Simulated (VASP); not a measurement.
Computed with G0W0 on PBE orbitals, VASP's PBE PAW potentials (set 64) (plane waves; VASP).

VASP input:

POSCAR:
```
C
1
    0.0000000000     1.7835000000     1.7835000000
    1.7835000000     0.0000000000     1.7835000000
    1.7835000000     1.7835000000     0.0000000000
C
2
Direct
  0.0000000000   0.0000000000   0.0000000000
  0.2500000000   0.2500000000   0.2500000000
```

**KPOINTS**
```
Regular mesh
0
gamma
 4 4 4
```

### INCAR
```
ALGO = EVGW0
ENCUT = 500
ENCUTGW = 300
GGA = PE
ISMEAR = 0
LASPH = .TRUE.
LCHARG = .FALSE.
LREAL = .FALSE.
LSPECTRALGW = .TRUE.
LWAVE = .FALSE.
NBANDS = 303
NBANDSGW = 12
NELMGW = 1
NOMEGA = 64
PREC = Normal
SIGMA = 0.01
SYSTEM = C
```

POTCAR, in this order: C_GW_new (PBE.64 set). Program: vasp_std. Read from the step before: WAVECAR, WAVEDER.

The run wrote:

File OSZICAR:
```
energies w=
    0.000    0.000    0.927    0.000    1.853    0.000    2.774    0.000
    3.689    0.000    4.596    0.000    5.493    0.000    6.380    0.000
    7.255    0.000    8.119    0.000    8.970    0.000    9.809    0.000
   10.637    0.000   11.454    0.000   12.260    0.000   13.057    0.000
   13.846    0.000   14.628    0.000   15.404    0.000   16.176    0.000
   16.946    0.000   17.715    0.000   18.485    0.000   19.258    0.000
   20.036    0.000   20.821    0.000   21.615    0.000   22.421    0.000
   23.240    0.000   24.078    0.000   24.935    0.000   25.816    0.000
   26.723    0.000   27.663    0.000   28.637    0.000   29.653    0.000
   30.717    0.000   31.834    0.000   33.012    0.000   34.260    0.000
   35.589    0.000   37.011    0.000   38.539    0.000   40.190    0.000
   41.986    0.000   43.952    0.000   46.115    0.000   48.514    0.000
   51.193    0.000   54.213    0.000   57.647    0.000   61.595    0.000
   66.182    0.000   71.584    0.000   78.043    0.000   85.907    0.000
   95.686    0.000  108.171    0.000  124.653    0.000  147.389    0.000
  180.714    0.000  234.156    0.000  333.531    0.000  581.774    0.000
NQ=   1    0.0000    0.0000    0.0000,
 performed        201000 updates of chi_q(r,r)
NQ=   2    0.2500    0.0000    0.0000,
 performed        597000 updates of chi_q(r,r)
NQ=   3    0.5000    0.0000    0.0000,
 performed        935000 updates of chi_q(r,r)
NQ=   4    0.2500    0.2500    0.0000,
 performed       1330000 updates of chi_q(r,r)
NQ=   5    0.5000    0.2500    0.0000,
 performed       1878000 updates of chi_q(r,r)
NQ=   6   -0.2500    0.2500    0.0000,
 performed       2370000 updates of chi_q(r,r)
NQ=   7    0.5000    0.5000    0.0000,
 performed       2668000 updates of chi_q(r,r)
NQ=   8   -0.2500    0.5000    0.2500,
 performed       3049000 updates of chi_q(r,r)
 resolving degeneracies of screened two electron integrals
```

OUTCAR:
```


 k-point   1 :       0.0000    0.0000    0.0000
  band No.  KS-energies  QP-energies   sigma(KS)   V_xc(KS)     V^pw_x(r,r')   Z            occupation Imag(sigma)

      1      -8.7675     -10.5502     -17.0622     -14.7529     -25.3805       0.7720       2.0000       1.3881
      2      12.7150      11.7171     -18.0145     -16.7988     -19.5215       0.8208       2.0000       0.0593
      3      12.7150      11.7171     -18.0145     -16.7988     -19.5215       0.8208       2.0000       0.0593
      4      12.7150      11.7171     -18.0145     -16.7988     -19.5215       0.8208       2.0000       0.0593
      5      18.3097      19.0685     -14.5635     -15.4918      -9.1029       0.8174       0.0000      -0.0836
      6      18.3097      19.0685     -14.5635     -15.4918      -9.1029       0.8174       0.0000      -0.0836
      7      18.3097      19.0685     -14.5635     -15.4918      -9.1029       0.8174       0.0000      -0.0836
      8      26.0653      26.6626     -15.5740     -16.3551      -7.6773       0.7647       0.0000      -0.2057
      9      32.0068      32.0730     -11.7527     -11.8354      -4.2850       0.8018       0.0000      -0.3486
     10      39.2145      39.8428     -13.0951     -13.8672      -5.8919       0.8137       0.0000      -0.5374
     11      39.2145      39.8428     -13.0951     -13.8672      -5.8919       0.8137       0.0000      -0.5374
     12      40.2410      40.4602     -11.2052     -11.4750      -3.2399       0.8126       0.0000      -0.8463

 k-point   2 :       0.2500    0.0000    0.0000
  band No.  KS-energies  QP-energies   sigma(KS)   V_xc(KS)     V^pw_x(r,r')   Z            occupation Imag(sigma)

      1      -7.0504      -8.7841     -17.1473     -14.8846     -24.9581       0.7662       2.0000       1.1666
      2       6.1198       4.7794     -17.3604     -15.6777     -20.6334       0.7966       2.0000       0.1228
      3      10.9682       9.9057     -17.7853     -16.4845     -19.7178       0.8168       2.0000       0.0691
      4      10.9682       9.9057     -17.7853     -16.4845     -19.7178       0.8168       2.0000       0.0691
      5      20.5088      21.3366     -14.6311     -15.6520      -8.6276       0.8108       0.0000      -0.0995
      6      20.5088      21.3366     -14.6311     -15.6520      -8.6276       0.8108       0.0000      -0.0995
      7      20.8628      21.4707     -14.9077     -15.6592      -8.8372       0.8088       0.0000      -0.1033
      8      27.3718      28.0926     -14.7584     -15.6943      -6.7023       0.7701       0.0000      -0.2455
      9      33.4323      33.6796     -12.2416     -12.5539      -4.3263       0.7920       0.0000      -0.4303
     10      35.0858      35.5507     -12.1813     -12.7478      -5.1510       0.8207       0.0000      -0.4365
     11      35.0858      35.5507     -12.1813     -12.7478      -5.1510       0.8207       0.0000      -0.4365
     12      38.1911      38.4472     -12.0872     -12.4087      -3.7118       0.7967       0.0000      -0.7554

 k-point   3 :       0.5000    0.0000    0.0000
  band No.  KS-energies  QP-energies   sigma(KS)   V_xc(KS)     V^pw_x(r,r')   Z            occupation Imag(sigma)

      1      -2.9903      -4.6338     -17.8204     -15.6323     -24.5633       0.7511       2.0000       0.6769
      2      -0.6580      -2.1153     -16.5066     -14.5852     -21.9640       0.7585       2.0000       0.3850
      3       9.9160       8.7724     -17.8297     -16.4217     -20.1409       0.8122       2.0000       0.0780
      4       9.9160       8.7724     -17.8297     -16.4217     -20.1409       0.8122       2.0000       0.0780
      5      21.1743      21.9854     -14.1106     -15.1086      -7.9752       0.8128       0.0000      -0.1036
      6      21.1743      21.9854     -14.1106     -15.1086      -7.9752       0.8128       0.0000      -0.1036
      7      21.5676      22.0734     -14.9937     -15.6228      -8.6502       0.8040       0.0000      -0.1125
      8      28.4299      29.0708     -13.0579     -13.8853      -5.1040       0.7745       0.0000      -0.2571
      9      34.6236      35.1165     -13.1739     -13.8077      -4.7428       0.7778       0.0000      -0.4786
     10      36.9103      37.3378     -13.4738     -14.0244      -4.5013       0.7763       0.0000      -0.7485
     11      38.6558      39.2285     -13.0058     -13.7266      -4.6669       0.7946       0.0000      -0.7510
     12      38.6558      39.2285     -13.0058     -13.7266      -4.6669       0.7946       0.0000      -0.7510

 k-point   4 :       0.2500    0.2500    0.0000
  band No.  KS-energies  QP-energies   sigma(KS)   V_xc(KS)     V^pw_x(r,r')   Z            occupation Imag(sigma)

      1      -6.4805      -8.1209     -17.1444     -14.9247     -24.8087       0.7390       2.0000       1.0444
      2       8.1983       6.8647     -18.1345     -16.4753     -20.9823       0.8037       2.0000       0.0964
      3       8.5910       7.4168     -17.4440     -15.9905     -19.9953       0.8078       2.0000       0.0876
      4       8.5910       7.4168     -17.4440     -15.9905     -19.9953       0.8078       2.0000       0.0876
      5      17.1502      17.6436     -13.9725     -14.5711      -8.7131       0.8243       0.0000      -0.0794
      6      22.9547      23.4344     -12.9303     -13.5208      -6.5313       0.8124       0.0000      -0.1216
      7      24.3174      25.2752     -15.1353     -16.3488      -8.0920       0.7892       0.0000      -0.1484
      8      24.3174      25.2752     -15.1353     -16.3488      -8.0920       0.7892       0.0000      -0.1484
      9      32.8483      33.3869     -14.3984     -15.0931      -6.1332       0.7753       0.0000      -0.4689
     10      34.9234      35.3122     -12.7481     -13.2427      -4.3306       0.7862       0.0000      -0.5157
     11      42.1326      42.7813     -13.0996     -13.8853      -5.4840       0.8256       0.0000      -0.8255
     12      45.3424      45.6631     -11.3402     -11.7289      -2.9769       0.8250       0.0000      -1.2395

 k-point   5 :       0.5000    0.2500    0.0000
  band No.  KS-energies  QP-energies   sigma(KS)   V_xc(KS)     V^pw_x(r,r')   Z            occupation Imag(sigma)

      1      -2.7418      -4.3552     -17.5025     -15.3574     -24.0334       0.7521       2.0000       0.6186
      2       1.9281       0.4403     -17.3268     -15.3863     -22.0862       0.7667       2.0000       0.2454
      3       5.9722       4.6270     -17.3012     -15.6066     -20.6102       0.7937       2.0000       0.1202
      4       7.8381       6.6022     -17.5068     -15.9703     -20.3435       0.8043       2.0000       0.0958
      5      18.7828      19.2514     -13.4352     -14.0033      -7.8402       0.8248       0.0000      -0.0884
      6      24.1502      24.8070     -13.7251     -14.5431      -6.9343       0.8030       0.0000      -0.1456
      7      25.5393      26.5067     -14.8231     -16.0598      -7.3948       0.7822       0.0000      -0.1770
      8      26.0565      26.8728     -15.0342     -16.0799      -7.5177       0.7805       0.0000      -0.1915
      9      33.0387      33.6663     -13.8082     -14.6115      -5.4105       0.7814       0.0000      -0.4518
     10      36.3418      36.9958     -14.3225     -15.1757      -5.0543       0.7665       0.0000      -0.7119
     11      40.2422      40.7831     -12.8274     -13.4974      -4.7090       0.8073       0.0000      -0.7894
     12      43.6978      43.9686     -11.6128     -11.9477      -3.4324       0.8085       0.0000      -0.9876

 k-point   6 :      -0.2500    0.2500    0.0000
  band No.  KS-energies  QP-energies   sigma(KS)   V_xc(KS)     V^pw_x(r,r')   Z            occupation Imag(sigma)

      1      -4.2964      -5.9451     -17.3269     -15.1539     -24.3266       0.7587       2.0000       0.8014
      2       4.0139       2.5417     -17.7084     -15.8189     -21.8698       0.7791       2.0000       0.1757
      3       5.1038       3.7635     -16.8972     -15.2085     -20.3333       0.7937       2.0000       0.1339
      4       9.7028       8.5562     -17.7251     -16.3141     -20.0385       0.8126       2.0000       0.0786
      5      20.6412      21.2483     -13.8270     -14.5710      -7.8492       0.8160       0.0000      -0.0994
      6      22.7329      23.6816     -14.6745     -15.8655      -7.9145       0.7965       0.0000      -0.1297
      7      25.0825      25.8592     -14.8754     -15.8535      -7.8483       0.7940       0.0000      -0.1596
      8      26.6470      27.3874     -14.6284     -15.5865      -6.7994       0.7728       0.0000      -0.2173
      9      32.3718      32.8870     -13.0305     -13.6847      -5.0380       0.7875       0.0000      -0.3870
     10      33.4444      33.8735     -12.1523     -12.6702      -5.4349       0.8285       0.0000      -0.3449
     11      37.4862      38.0846     -13.9065     -14.6779      -4.6389       0.7757       0.0000      -0.7925
     12      45.9957      46.2184     -11.6002     -11.8729      -3.2585       0.8169       0.0000      -1.1626

 k-point   7 :       0.5000    0.5000    0.0000
  band No.  KS-energies  QP-energies   sigma(KS)   V_xc(KS)     V^pw_x(r,r')   Z            occupation Imag(sigma)

      1      -0.0503      -1.6174     -17.6145     -15.5418     -23.2332       0.7561       2.0000       0.3816
      2      -0.0503      -1.6174     -17.6145     -15.5418     -23.2332       0.7561       2.0000       0.3816
      3       6.4174       5.1147     -17.4043     -15.7716     -20.6620       0.7979       2.0000       0.1122
      4       6.4174       5.1147     -17.4043     -15.7716     -20.6620       0.7979       2.0000       0.1122
      5      17.4565      17.7774     -13.1104     -13.4967      -7.7611       0.8309       0.0000      -0.0822
      6      17.4565      17.7774     -13.1104     -13.4967      -7.7611       0.8309       0.0000      -0.0822
      7      29.5576      30.6124     -15.5583     -16.9516      -6.6286       0.7570       0.0000      -0.3513
      8      29.5576      30.6124     -15.5583     -16.9516      -6.6286       0.7570       0.0000      -0.3513
      9      35.9741      36.6258     -14.3190     -15.1605      -5.0841       0.7745       0.0000      -0.7040
...
```
(Selected blocks of OUTCAR.)

The mesh is coarse and the basis finite, so the quasiparticle values are not converged.

The compound is C in the diamond structure. The cell was not relaxed at this level. The k-mesh is coarse (spacing up to 0.76 per Å, 2π included), so the numbers may not be converged in it.
